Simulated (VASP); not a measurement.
# A VASP study of AlN (PBE): structure first, properties next, part 4 of 4

What structure and properties does PBE give AlN, and how near are they to the measured ones? The start is a cell from a database of measured crystal structures.

VASP 6.6.1; PBE; plane waves and PAW (Al, N).

So far, gap on the k-mesh (eV): step 2 (full relaxation (PBE)) 4.06; step 6 (total and projected DOS (PBE)) 4.06. The relaxed cell has a = 3.128, c = 5.018 Å (conventional setting).

The database entry behind the starting cell differs from later determinations by our own check (inner coordinate u about 0.002 short), so it need not match the best structure at ambient conditions.

**7. Response to an electric field (PBE) (continued)**

Piezoelectric tensor with clamped ions (C/m²), by row:

| field | xx | yy | zz | xy | yz | zx |
| --- | --- | --- | --- | --- | --- | --- |
| x | 0 | 0 | 0 | 0 | 0 | 0.3416 |
| y | 0 | 0 | 0 | 0 | 0.3416 | 0 |
| z | 0.2712 | 0.2712 | -0.4263 | 0 | 0 | 0 |

The Born charges sum to zero; the printed set may have that rule imposed, so this is no test. The mean Born charge of N, -2.57 e, lies near its nominal -3, though a dynamic charge doesn't by itself measure how ionic a bond is.

**8. Optical spectrum (PBE)**

LOPTICS sums transitions from filled to empty bands. NBANDS is raised for it.

Contents of INCAR:

```
SYSTEM = AlN
PREC = Accurate
ENCUT = 520
EDIFF = 1E-06
NELM = 100
ISMEAR = 0
SIGMA = 0.05
LREAL = .FALSE.
ALGO = Normal
GGA = PE
NBANDS = 40
LORBIT = 11
LWAVE = .FALSE.
LCHARG = .FALSE.
KPAR = 4
LOPTICS = .TRUE.
NEDOS = 1500
CSHIFT = 0.1
```

Contents of POSCAR:

```
AlN
1.0
    3.1279388183      0.0000000000      0.0000000000
   -1.5639694091      2.7088744781      0.0000000000
    0.0000000000      0.0000000000      5.0184391277
Al N
2 2
Direct
    0.3333333333      0.6666666667      0.9993397674
    0.6666666667      0.3333333333      0.4993397674
    0.3333333333      0.6666666667      0.3806602326
    0.6666666667      0.3333333333      0.8806602326
```

Contents of KPOINTS:

```
Automatic mesh
0
Gamma
12 12 7
0 0 0
```

PAW data sets: Al and N (PBE family, release 64).

Command:

```
mpirun -np 4 vasp_std
```

Log:

```text
[... set-up lines as in an earlier step ...]
 entering main loop
       N       E                     dE             d eps       ncg     rms          rms(c)
DAV:   1     0.421034251340E+02    0.42103E+02   -0.58576E+03  6080   0.358E+02
DAV:   2    -0.320459183407E+02   -0.74149E+02   -0.69986E+02  7728   0.113E+02
DAV:   3    -0.344457485766E+02   -0.23998E+01   -0.23771E+01  7528   0.175E+01
DAV:   4    -0.344618687116E+02   -0.16120E-01   -0.16117E-01  7240   0.149E+00
DAV:   5    -0.344620829234E+02   -0.21421E-03   -0.21421E-03  7648   0.175E-01    0.121E+01
DAV:   6    -0.297688250353E+02    0.46933E+01   -0.12441E+00  7608   0.943E+00    0.373E+00
DAV:   7    -0.297937973365E+02   -0.24972E-01   -0.57186E-01  7408   0.290E+00    0.302E+00
DAV:   8    -0.297864042250E+02    0.73931E-02   -0.45705E-02  6936   0.976E-01    0.102E+00
DAV:   9    -0.297803677888E+02    0.60364E-02   -0.15814E-03  7280   0.329E-01    0.387E-01
DAV:  10    -0.297804705657E+02   -0.10278E-03   -0.12500E-03  7152   0.129E-01    0.337E-02
DAV:  11    -0.297805153720E+02   -0.44806E-04   -0.25921E-05  7544   0.210E-02    0.273E-02
DAV:  12    -0.297805189120E+02   -0.35400E-05   -0.25965E-06  7168   0.581E-03    0.148E-02
DAV:  13    -0.297805181014E+02    0.81055E-06   -0.36848E-07  6088   0.360E-03
   1 F= -.29780518E+02 E0= -.29780518E+02  d E =-.100602E-10
 optical routines
 imaginary and real dielectric function
 recalculating local potential from charge density
 direction            1
 direction            2
 direction            3
```

Run time: 52 s. Hardware: 4 MPI ranks of AMD EPYC 7571, shared host; peak memory 0.97 GiB; 3 min of CPU time.

OUTCAR, selected parts (step 8):

```text
   k-points           NKPTS =     76   k-points in BZ     NKDIM =     76   number of bands    NBANDS=     40

   NELECT =      16.0000    total number of electrons

 E-fermi :   6.1640

 k-point     1 :       0.0000    0.0000    0.0000
  band No.  band energies     occupation
    ...
      4       5.1361      2.00000
      5       5.1361      2.00000
      6       5.7768      2.00000
      7       5.7768      2.00000
      8       5.9713      2.00000
      9      10.0315      0.00000
     10      12.5046      0.00000
     11      16.4380      0.00000
     12      17.0217      0.00000
     13      17.0217      0.00000
    ...

  Total        0.0134612      0.0134612     -0.0226691      0.0000000     -0.0000000      0.0000000
  in kB        0.5072001      0.5072001     -0.8541399      0.0000000     -0.0000000      0.0000000
  external PRESSURE =       0.0534201 kB  Pullay stress =       0.0000000 kB

 POSITION                                       TOTAL-FORCE (eV/Angst)
 -----------------------------------------------------------------------------------
     -0.00000      1.80592      5.01513         0.000000     -0.000000     -0.004323
      1.56397      0.90296      2.50591        -0.000000      0.000000     -0.004323
     -0.00000      1.80592      1.91032         0.000000      0.000000      0.004323
      1.56397      0.90296      4.41954         0.000000     -0.000000      0.004323
 -----------------------------------------------------------------------------------
    total drift:                               -0.000000     -0.000000      0.000565

  FREE ENERGIE OF THE ION-ELECTRON SYSTEM (eV)
  ---------------------------------------------------
  free  energy   TOTEN  =       -29.7805181014 eV

  energy  without entropy=      -29.7805181014  energy(sigma->0) =      -29.78051810

 plasma frequency squared (from intraband transitions) (eV^2)
  --------------------------------------------------------------------------------------
       0.000       0.000       0.000
       0.000       0.000       0.000
       0.000       0.000       0.000

[... 9 parts as in an earlier step ...]

[... 7 further parts left out ...]
```

These are independent-particle spectra without excitons or local fields, and fine structure depends on the mesh and on CSHIFT.

Numbers from this step:

| Item | Value |
| --- | --- |
| bands | 40 |
| Fermi energy | 6.164 eV |
| pressure | 0.005342 GPa |

The imaginary dielectric function has structure finer than the step of the table below, so its rows give means over 0.5 eV, whole bins alone (the curve runs from 0 to 25.0 eV). Peaks (eV: height): xx 7.87: 9.68, 8.51: 7.32, 10.74: 6.38, 11.70: 5.75; zz 6.69: 9.62, 8.69: 5.33, 9.56: 6.88, 10.56: 6.14, 11.70: 6.94.

Imaginary dielectric function against photon energy; means over each step:

| photon energy (eV) | xx | zz |
| --- | --- | --- |
| 0.5 | 0.00514 | 0.00595 |
| 1.0 | 0.0106 | 0.0123 |
| 1.5 | 0.0167 | 0.0196 |
| 2.0 | 0.0241 | 0.0284 |
| 2.5 | 0.0335 | 0.0402 |
| 3.0 | 0.0470 | 0.0577 |
| 3.5 | 0.0701 | 0.0928 |
| 4.0 | 0.170 | 0.278 |
| 4.5 | 0.542 | 0.767 |
| 5.0 | 1.01 | 1.13 |
| 5.5 | 1.33 | 1.79 |
| 6.0 | 2.40 | 4.22 |
| 6.5 | 4.94 | 8.53 |
| 7.0 | 6.92 | 8.44 |
| 7.5 | 7.97 | 7.95 |
| 8.0 | 8.14 | 5.08 |
| 8.5 | 6.77 | 4.24 |
| 9.0 | 4.95 | 4.31 |
| 9.5 | 4.24 | 6.25 |
| 10.0 | 4.73 | 5.53 |
| 10.5 | 5.64 | 5.53 |
| 11.0 | 5.19 | 4.01 |
| 11.5 | 5.26 | 6.02 |
| 12.0 | 5.26 | 5.40 |
| 12.5 | 5.13 | 4.59 |
| 13.0 | 4.15 | 3.72 |
| 13.5 | 3.43 | 2.75 |
| 14.0 | 2.62 | 2.41 |
| 14.5 | 2.23 | 2.26 |
| 15.0 | 1.66 | 1.72 |
| 15.5 | 1.39 | 1.49 |
| 16.0 | 1.06 | 1.06 |
| 16.5 | 1.04 | 0.968 |
| 17.0 | 0.849 | 0.865 |
| 17.5 | 0.588 | 0.587 |
| 18.0 | 0.476 | 0.371 |
| 18.5 | 0.437 | 0.478 |
| 19.0 | 0.401 | 0.443 |
| 19.5 | 0.410 | 0.426 |
| 20.0 | 0.318 | 0.360 |
| 20.5 | 0.312 | 0.398 |
| 21.0 | 0.297 | 0.383 |
| 21.5 | 0.272 | 0.323 |
| 22.0 | 0.262 | 0.320 |
| 22.5 | 0.241 | 0.292 |
| 23.0 | 0.264 | 0.292 |
| 23.5 | 0.300 | 0.279 |
| 24.0 | 0.276 | 0.261 |
| 24.5 | 0.274 | 0.264 |

Real dielectric function against photon energy:

```
photon energy (eV)      xx      zz
                 0    4.59    4.79
                 1    4.64    4.85
                 2    4.81    5.05
                 3    5.15    5.46
                 4    5.89    6.39
                 5    6.85    7.47
                 6    8.02    11.3
                 7    7.97    4.24
                 8    1.26  -0.644
                 9   0.806    3.54
                10    1.88   0.503
                11   0.136   0.531
                12  -0.237   -1.29
                13   -2.21   -2.53
                14   -2.20   -1.91
                15   -1.77   -1.67
                16   -1.22   -1.35
                17   -1.01  -0.945
                18  -0.618  -0.599
                19  -0.335  -0.326
                20  -0.132  -0.112
                21  0.0240  0.0129
                22   0.149  0.0969
                23   0.341   0.263
                24   0.341   0.331
```

Its static limit, 4.66, stands beside 4.54 from the response with local fields; local fields, the finite band count and the meshes make the difference. The mean of ε2 over directions passes 5 % of its top at 4.41 eV, against a least direct gap of 4.06 eV on this mesh, so the first direct transitions are weak, forbidden or few.

**9. Results**

```
relaxed volume                              : 10.63 Å³/atom
relaxed conventional cell a, b, c           : 3.128, 3.128, 5.018 Å; angles 90.0, 90.0, 120.0°
space group after relaxing, within 0.02 Å   : P6_3mc (No. 186)
band gap                                    : 4.06 eV, direct
gap on the dense mesh                       : 4.06 eV
electronic dielectric constant, mean        : 4.54
strongest peak of ε2, mean over directions  : 7.87 eV
ε1 at zero frequency, no local fields, mean : 4.66
```

What this shows: With PBE, AlN relaxes to 10.63 Å³/atom in space group P6_3mc (held by the symmetry of the run) and has a direct gap of 4.06 eV. Against the listed cell the volume lies +1.7 % (a +0.5 %, c +0.8 %). Band structure (PBE): The path shows a direct gap of 4.06 eV (valence top at Γ, conduction bottom at Γ). Response to an electric field (PBE): The principal values of the electronic dielectric tensor with local fields are 4.46, 4.46 and 4.69. Response to an electric field (PBE): Mean Born effective charge: Al1 2.57, N3 -2.57 e. Semilocal functionals usually underestimate gaps. No search among competing phases was made, and a listed structure need not be the one stable at ambient conditions. All values are for a static lattice at zero temperature.

Computed beside measured:

```
              quantity  measured             PBE
lattice constant a (Å)     3.111  3.128 (+0.5 %)
```

Measured values from arxiv:1112.6088 (2011).

How well it matches: The lattice constant a is off by +0.5 %: good agreement. The grades are ours: good and fair within 0.7 and 1.5 % for the lattice constant a. For lattice constants the calculation has a static lattice, without zero-point motion or thermal expansion. As a rule both would widen the computed cell, so the excess over experiment is if anything larger than shown.

[Lines on the potential files, build, host, timing and source positions are cut from VASP's logs without a mark.]

[Logs are printed without paths, hosts, clocks, repeated set-up lines and the standing remarks that a program may print on its own settings, such as how far it seeks lower states.]

[Hosts, paths, dates, database ids (printed as entryN), source tags and the programs' standing remarks are cut or masked in the printed files.]

[Measured values are set beside computed ones only where the two were judged alike; some that the calculation misses by far are left out.]
